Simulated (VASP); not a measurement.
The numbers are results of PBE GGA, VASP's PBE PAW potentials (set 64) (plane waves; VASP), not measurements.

Input for VASP

### INCAR
```
# general
SYSTEM   =  HfB2
PREC     =  Accurate
ENCUT    =  620
LREAL    =  .FALSE.
LASPH    =  .TRUE.

# electronic loop
EDIFF    =  1E-6
NELM     =  100
ALGO     =  Normal
LMAXMIX  =  6

# smearing
ISMEAR   =  1
SIGMA    =  0.1

# functional
GGA      =  PE

# ions
IBRION   =  2
NSW      =  40
ISIF     =  3
EDIFFG   =  -0.02
PSTRESS  =  450

# output
LWAVE    =  .FALSE.
LCHARG   =  .FALSE.
```

**KPOINTS**
```
Automatic mesh
0
gamma
12 12 9
0 0 0
```

POSCAR:
```
HfB2
1
    1.5060695113    -2.6085893155     0.0000000000
    1.5060695113     2.6085893155     0.0000000000
    0.0000000000     0.0000000000     3.3159626659
Hf B
1 2
Direct
  1.0000000000   1.0000000000   0.0000000000
  0.3333330000   0.6666670000   0.5000000000
  0.6666670000   0.3333330000   0.5000000000
```

POTCAR, in this order: Hf_pv B (PBE.64 set). Program: vasp_std.

Output

### OSZICAR
```
       N       E                     dE             d eps       ncg     rms          rms(c)
DAV:   1     0.383300842692E+02    0.38330E+02   -0.95678E+03  2296   0.149E+03
DAV:   2    -0.265522369509E+02   -0.64882E+02   -0.60756E+02  2832   0.272E+02
DAV:   3    -0.284856701360E+02   -0.19334E+01   -0.19021E+01  2960   0.359E+01
DAV:   4    -0.284991143137E+02   -0.13444E-01   -0.13431E-01  2728   0.317E+00
DAV:   5    -0.284992334898E+02   -0.11918E-03   -0.11915E-03  2968   0.239E-01    0.661E+01
DAV:   6    -0.260902503631E+02    0.24090E+01   -0.51173E+00  2712   0.162E+01    0.471E+01
DAV:   7    -0.260466069184E+02    0.43643E-01   -0.20746E+00  2824   0.106E+01    0.117E+01
DAV:   8    -0.259418594245E+02    0.10475E+00   -0.67394E-01  2656   0.615E+00    0.223E+00
DAV:   9    -0.259361000650E+02    0.57594E-02   -0.40513E-02  2648   0.170E+00    0.249E-01
DAV:  10    -0.259360701896E+02    0.29875E-04   -0.10221E-03  2792   0.294E-01    0.399E-01
DAV:  11    -0.259360716582E+02   -0.14686E-05   -0.66436E-05  2704   0.700E-02    0.154E-01
DAV:  12    -0.259360686255E+02    0.30327E-05   -0.42906E-06  2740   0.198E-02    0.279E-02
DAV:  13    -0.259360688595E+02   -0.23401E-06   -0.22007E-07  1560   0.478E-03
   1 F= -.18618071E+02 E0= -.18618124E+02  d E =-.186181E+02
       N       E                     dE             d eps       ncg     rms          rms(c)
DAV:   1    -0.259073622030E+02    0.28706E-01   -0.17772E-02  2296   0.137E+00    0.450E-01
DAV:   2    -0.259068735599E+02    0.48864E-03   -0.74034E-04  2312   0.284E-01    0.262E-01
DAV:   3    -0.259067360928E+02    0.13747E-03   -0.45800E-04  2668   0.198E-01    0.208E-01
DAV:   4    -0.259067399713E+02   -0.38785E-05   -0.84052E-06  2744   0.304E-02    0.244E-01
DAV:   5    -0.259067325304E+02    0.74409E-05   -0.16940E-05  2756   0.262E-02    0.580E-02
DAV:   6    -0.259067327813E+02   -0.25094E-06   -0.22721E-06  2508   0.107E-02
   2 F= -.18617867E+02 E0= -.18617918E+02  d E =0.203491E-03
       N       E                     dE             d eps       ncg     rms          rms(c)
DAV:   1    -0.259272277994E+02   -0.20495E-01   -0.83379E-03  2292   0.940E-01    0.305E-01
DAV:   2    -0.259269946944E+02    0.23311E-03   -0.35316E-04  2296   0.196E-01    0.177E-01
DAV:   3    -0.259269264163E+02    0.68278E-04   -0.21191E-04  2664   0.134E-01    0.143E-01
DAV:   4    -0.259269287035E+02   -0.22871E-05   -0.38039E-06  2692   0.205E-02    0.165E-01
DAV:   5    -0.259269217378E+02    0.69656E-05   -0.74246E-06  2700   0.175E-02    0.401E-02
DAV:   6    -0.259269209534E+02    0.78442E-06   -0.99523E-07  1308   0.723E-03
   3 F= -.18618125E+02 E0= -.18618177E+02  d E =-.539909E-04
```

**OUTCAR**
```
------------------------ aborting loop because EDIFF is reached ----------------------------------------
  FORCE on cell =-STRESS in cart. coord.  units (eV):
  Direction    XX          YY          ZZ          XY          YZ          ZX
  --------------------------------------------------------------------------------------
  Total        7.3085580      7.3085605      7.3170548      0.0000000      0.0000000     -0.0000000
  in kB      449.9853413    449.9854903    450.5084859      0.0000000      0.0000000     -0.0000000
  external PRESSURE =       0.1597725 kB  Pullay stress =     450.0000000 kB
  volume of cell :       26.02
      direct lattice vectors                 reciprocal lattice vectors
     1.505389718 -2.607411908  0.000000000     0.332139906 -0.191761033  0.000000000
     1.505389718  2.607411908  0.000000000     0.332139906  0.191761033 -0.000000000
     0.000000000  0.000000000  3.314784735    -0.000000000  0.000000000  0.301678715
 POSITION                                       TOTAL-FORCE (eV/Angst)
 -----------------------------------------------------------------------------------
      0.00000     -0.00000      0.00000         0.000000     -0.000000     -0.000000
      1.50539      0.86914      1.65739         0.000000     -0.000000      0.000000
      1.50539     -0.86914      1.65739        -0.000000      0.000000     -0.000000
 -----------------------------------------------------------------------------------
    total drift:                                0.000000     -0.000000      0.000000
  FREE ENERGIE OF THE ION-ELECTRON SYSTEM (eV)
  ---------------------------------------------------
  free  energy   TOTEN  =       -25.9269209534 eV

  energy  without entropy=      -25.9270775955  energy(sigma->0) =      -25.92697317
  enthalpy is  TOTEN    =       -18.6181248380 eV   P V=        7.3087961154

 reached required accuracy - stopping structural energy minimisation
```
(Selected blocks of OUTCAR.)

File CONTCAR:
```
HfB2
   1.00000000000000
     1.5053897176722471   -2.6074119077263762    0.0000000000000000
     1.5053897176722471    2.6074119077263762    0.0000000000000000
     0.0000000000000000    0.0000000000000000    3.3147847345220840
  Hf              B
     1     2
Direct
     0.0000000000000000    0.0000000000000000    0.0000000000000000
     0.3333330000000032    0.6666669999999968    0.5000000000000000
     0.6666669999999968    0.3333330000000032    0.5000000000000000
```

The compound is HfB2 in the AlB2 type structure. This run relaxes it under an external pressure of 45 GPa. Symmetry was kept, so distortions that lower it aren't found.
